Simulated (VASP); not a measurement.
OSZICAR of a VASP run on TmN (a trial cell in the CsCl structure, space group Pm-3m):

File OSZICAR:
```
       N       E                     dE             d eps       ncg     rms          rms(c)
DAV:   1     0.642815972734E+02    0.64282E+02   -0.68070E+03   826   0.129E+03
DAV:   2    -0.962745806199E+01   -0.73909E+02   -0.69724E+02   904   0.320E+02
DAV:   3    -0.164529832342E+02   -0.68255E+01   -0.65115E+01  1233   0.747E+01
DAV:   4    -0.165954440579E+02   -0.14246E+00   -0.14217E+00  1221   0.858E+00
DAV:   5    -0.165957942140E+02   -0.35016E-03   -0.35007E-03  1002   0.386E-01    0.270E+01
DAV:   6    -0.159993130935E+02    0.59648E+00   -0.16102E-01  1140   0.341E+00    0.265E+01
DAV:   7    -0.155530782463E+02    0.44623E+00   -0.13484E-01  1206   0.311E+00    0.259E+01
DAV:   8    -0.152217868660E+02    0.33129E+00   -0.96990E-02  1166   0.267E+00    0.253E+01
DAV:   9    -0.149770528850E+02    0.24473E+00   -0.74018E-02  1182   0.232E+00    0.247E+01
DAV:  10    -0.147972144304E+02    0.17984E+00   -0.54486E-02  1177   0.200E+00    0.240E+01
DAV:  11    -0.146658588502E+02    0.13136E+00   -0.40696E-02  1187   0.172E+00    0.232E+01
DAV:  12    -0.145721269872E+02    0.93732E-01   -0.29231E-02  1174   0.147E+00    0.225E+01
DAV:  13    -0.145058709798E+02    0.66256E-01   -0.20980E-02  1203   0.126E+00    0.217E+01
DAV:  14    -0.144587105688E+02    0.47160E-01   -0.15057E-02  1195   0.107E+00    0.209E+01
DAV:  15    -0.144272035877E+02    0.31507E-01   -0.10334E-02  1184   0.900E-01    0.201E+01
DAV:  16    -0.144057718030E+02    0.21432E-01   -0.70807E-03  1200   0.757E-01    0.193E+01
DAV:  17    -0.143905637705E+02    0.15208E-01   -0.50818E-03  1203   0.651E-01    0.185E+01
DAV:  18    -0.143798406550E+02    0.10723E-01   -0.36719E-03  1200   0.563E-01    0.177E+01
DAV:  19    -0.143723520173E+02    0.74886E-02   -0.26647E-03  1216   0.490E-01    0.170E+01
DAV:  20    -0.143672649778E+02    0.50870E-02   -0.19148E-03  1213   0.425E-01    0.162E+01
DAV:  21    -0.143641346798E+02    0.31303E-02   -0.13157E-03  1237   0.364E-01    0.155E+01
DAV:  22    -0.143624863545E+02    0.16483E-02   -0.84886E-04  1224   0.306E-01    0.148E+01
DAV:  23    -0.143617866251E+02    0.69973E-03   -0.54251E-04  1224   0.258E-01    0.141E+01
DAV:  24    -0.143616355908E+02    0.15103E-03   -0.35727E-04  1221   0.221E-01    0.134E+01
DAV:  25    -0.143617875829E+02   -0.15199E-03   -0.24795E-04  1207   0.193E-01    0.128E+01
DAV:  26    -0.143621047916E+02   -0.31721E-03   -0.18123E-04  1210   0.173E-01    0.122E+01
DAV:  27    -0.143625118070E+02   -0.40702E-03   -0.13800E-04  1182   0.156E-01    0.116E+01
DAV:  28    -0.143629658738E+02   -0.45407E-03   -0.10766E-04  1182   0.143E-01    0.110E+01
DAV:  29    -0.143634409407E+02   -0.47507E-03   -0.85966E-05  1185   0.131E-01    0.105E+01
DAV:  30    -0.143639203109E+02   -0.47937E-03   -0.69776E-05  1171   0.120E-01    0.998E+00
DAV:  31    -0.143643929606E+02   -0.47265E-03   -0.57539E-05  1182   0.111E-01    0.949E+00
DAV:  32    -0.143648516562E+02   -0.45870E-03   -0.48176E-05  1166   0.103E-01    0.903E+00
DAV:  33    -0.143652917892E+02   -0.44013E-03   -0.40998E-05  1165   0.959E-02    0.858E+00
DAV:  34    -0.143657105890E+02   -0.41880E-03   -0.35160E-05  1152   0.894E-02    0.816E+00
DAV:  35    -0.143661065734E+02   -0.39598E-03   -0.30721E-05  1174   0.836E-02    0.775E+00
DAV:  36    -0.143664791516E+02   -0.37258E-03   -0.26723E-05  1152   0.782E-02    0.737E+00
DAV:  37    -0.143668283554E+02   -0.34920E-03   -0.23647E-05  1157   0.733E-02    0.700E+00
DAV:  38    -0.143671546426E+02   -0.32629E-03   -0.21007E-05  1144   0.688E-02    0.665E+00
DAV:  39    -0.143674587593E+02   -0.30412E-03   -0.18659E-05  1158   0.647E-02    0.632E+00
DAV:  40    -0.143677416338E+02   -0.28287E-03   -0.16758E-05  1160   0.610E-02    0.601E+00
DAV:  41    -0.143680042949E+02   -0.26266E-03   -0.14880E-05  1166   0.574E-02    0.571E+00
DAV:  42    -0.143682478311E+02   -0.24354E-03   -0.13382E-05  1171   0.541E-02    0.542E+00
DAV:  43    -0.143684733510E+02   -0.22552E-03   -0.11933E-05  1158   0.511E-02    0.515E+00
DAV:  44    -0.143686819616E+02   -0.20861E-03   -0.10820E-05  1171   0.483E-02    0.489E+00
DAV:  45    -0.143688747445E+02   -0.19278E-03   -0.96077E-06  1142   0.456E-02    0.465E+00
DAV:  46    -0.143690527507E+02   -0.17801E-03   -0.87872E-06  1171   0.432E-02    0.441E+00
DAV:  47    -0.143692169870E+02   -0.16424E-03   -0.77500E-06  1142   0.408E-02    0.419E+00
DAV:  48    -0.143693684104E+02   -0.15142E-03   -0.71013E-06  1163   0.386E-02    0.398E+00
DAV:  49    -0.143695079346E+02   -0.13952E-03   -0.62746E-06  1134   0.365E-02    0.378E+00
DAV:  50    -0.143696364141E+02   -0.12848E-03   -0.57489E-06  1155   0.346E-02    0.359E+00
DAV:  51    -0.143697546633E+02   -0.11825E-03   -0.50886E-06  1139   0.328E-02    0.341E+00
DAV:  52    -0.143698634390E+02   -0.10878E-03   -0.46401E-06  1160   0.311E-02    0.324E+00
DAV:  53    -0.143699634535E+02   -0.10001E-03   -0.41174E-06  1123   0.294E-02    0.307E+00
DAV:  54    -0.143700553679E+02   -0.91914E-04   -0.37512E-06  1136   0.279E-02    0.292E+00
DAV:  55    -0.143701398040E+02   -0.84436E-04   -0.33418E-06  1122   0.264E-02    0.277E+00
DAV:  56    -0.143702173374E+02   -0.77533E-04   -0.30210E-06  1101   0.251E-02    0.263E+00
DAV:  57    -0.143702885066E+02   -0.71169E-04   -0.27094E-06  1059   0.238E-02    0.250E+00
DAV:  58    -0.143703538071E+02   -0.65300E-04   -0.24439E-06  1052   0.226E-02    0.237E+00
DAV:  59    -0.143704137036E+02   -0.59897E-04   -0.21835E-06   987   0.214E-02    0.225E+00
DAV:  60    -0.143704686222E+02   -0.54919E-04   -0.19932E-06   986   0.203E-02    0.214E+00
DAV:  61    -0.143705189635E+02   -0.50341E-04   -0.17873E-06   970   0.193E-02    0.203E+00
DAV:  62    -0.143705650938E+02   -0.46130E-04   -0.15988E-06   964   0.182E-02    0.193E+00
DAV:  63    -0.143706073511E+02   -0.42257E-04   -0.14421E-06   951   0.173E-02    0.183E+00
DAV:  64    -0.143706460495E+02   -0.38698E-04   -0.12973E-06   950   0.164E-02    0.174E+00
DAV:  65    -0.143706814783E+02   -0.35429E-04   -0.11633E-06   879   0.156E-02    0.165E+00
DAV:  66    -0.143707139037E+02   -0.32425E-04   -0.10475E-06   893   0.148E-02    0.157E+00
DAV:  67    -0.143707435701E+02   -0.29666E-04   -0.91645E-07   790   0.141E-02    0.149E+00
DAV:  68    -0.143707706983E+02   -0.27128E-04   -0.89413E-07   718   0.136E-02    0.141E+00
DAV:  69    -0.143707955028E+02   -0.24805E-04   -0.95006E-07   724   0.132E-02    0.134E+00
DAV:  70    -0.143708181765E+02   -0.22674E-04   -0.84417E-07   640   0.126E-02    0.127E+00
DAV:  71    -0.143708389036E+02   -0.20727E-04   -0.85093E-07   611   0.121E-02    0.121E+00
DAV:  72    -0.143708578552E+02   -0.18952E-04   -0.87622E-07   677   0.117E-02    0.115E+00
DAV:  73    -0.143708751644E+02   -0.17309E-04   -0.58731E-07   545   0.108E-02    0.109E+00
DAV:  74    -0.143708909761E+02   -0.15812E-04   -0.70961E-07   670   0.106E-02    0.104E+00
DAV:  75    -0.143709054264E+02   -0.14450E-04   -0.61338E-07   489   0.102E-02    0.983E-01
DAV:  76    -0.143709186146E+02   -0.13188E-04   -0.50171E-07   535   0.979E-03    0.934E-01
DAV:  77    -0.143709306528E+02   -0.12038E-04   -0.49778E-07   466   0.947E-03    0.886E-01
DAV:  78    -0.143709416478E+02   -0.10995E-04   -0.49161E-07   511   0.925E-03    0.842E-01
DAV:  79    -0.143709516761E+02   -0.10028E-04   -0.40687E-07   453   0.923E-03    0.799E-01
DAV:  80    -0.143709608266E+02   -0.91505E-05   -0.42038E-07   491   0.855E-03    0.759E-01
DAV:  81    -0.143709691786E+02   -0.83520E-05   -0.36843E-07   456   0.821E-03    0.720E-01
DAV:  82    -0.143709767934E+02   -0.76148E-05   -0.32441E-07   451   0.814E-03    0.684E-01
DAV:  83    -0.143709837373E+02   -0.69438E-05   -0.29805E-07   447   0.746E-03    0.649E-01
DAV:  84    -0.143709900676E+02   -0.63303E-05   -0.26962E-07   442   0.744E-03    0.616E-01
DAV:  85    -0.143709958373E+02   -0.57697E-05   -0.25926E-07   458   0.713E-03    0.585E-01
DAV:  86    -0.143710010958E+02   -0.52585E-05   -0.21847E-07   416   0.665E-03    0.555E-01
DAV:  87    -0.143710058868E+02   -0.47910E-05   -0.20826E-07   396   0.646E-03    0.527E-01
DAV:  88    -0.143710102518E+02   -0.43650E-05   -0.19284E-07   423   0.632E-03    0.501E-01
DAV:  89    -0.143710142273E+02   -0.39756E-05   -0.17521E-07   400   0.584E-03    0.475E-01
DAV:  90    -0.143710178479E+02   -0.36206E-05   -0.15313E-07   409   0.572E-03    0.451E-01
DAV:  91    -0.143710211430E+02   -0.32950E-05   -0.14069E-07   388   0.551E-03    0.428E-01
DAV:  92    -0.143710241416E+02   -0.29987E-05   -0.13069E-07   400   0.539E-03    0.407E-01
DAV:  93    -0.143710268720E+02   -0.27304E-05   -0.12642E-07   414   0.507E-03    0.386E-01
DAV:  94    -0.143710293555E+02   -0.24835E-05   -0.10937E-07   388   0.498E-03    0.366E-01
DAV:  95    -0.143710316150E+02   -0.22595E-05   -0.10274E-07   388   0.464E-03    0.348E-01
DAV:  96    -0.143710336693E+02   -0.20543E-05   -0.92980E-08   403   0.454E-03    0.330E-01
DAV:  97    -0.143710355383E+02   -0.18690E-05   -0.85723E-08   394   0.430E-03    0.313E-01
DAV:  98    -0.143710372370E+02   -0.16988E-05   -0.74862E-08   408   0.412E-03    0.297E-01
DAV:  99    -0.143710387805E+02   -0.15435E-05   -0.71933E-08   388   0.387E-03    0.282E-01
DAV: 100    -0.143710401831E+02   -0.14026E-05   -0.62770E-08   391   0.379E-03
   1 F= -.14371040E+02 E0= -.14370737E+02  d E =-.606703E-03
```

Q: Which electronic solver shows in the log?

A: It is blocked Davidson (ALGO = Normal, or the opening steps of other solvers). The INCAR had ALGO = Normal.

Q: Can the final energy be trusted as converged?

A: The run did not converge; its last values are not results. It stopped with EDIFF = 1E-6, NELM = 100 (PBE GGA, plane waves, VASP's PBE PAW potentials (set 64)). The 4f electrons are frozen in the core of the lanthanide potential, so 4f levels, which can set the real gap, and their magnetism are missing.

The structure was generated: TmN was put into the CsCl type (Pm-3m), which need not be its known phase. The cell was not relaxed at this level. The run is one of a series of settings (AMIX = 0.05, BMIX = 1.0, IMIX = 1 against the base run), some of them coarse on purpose.
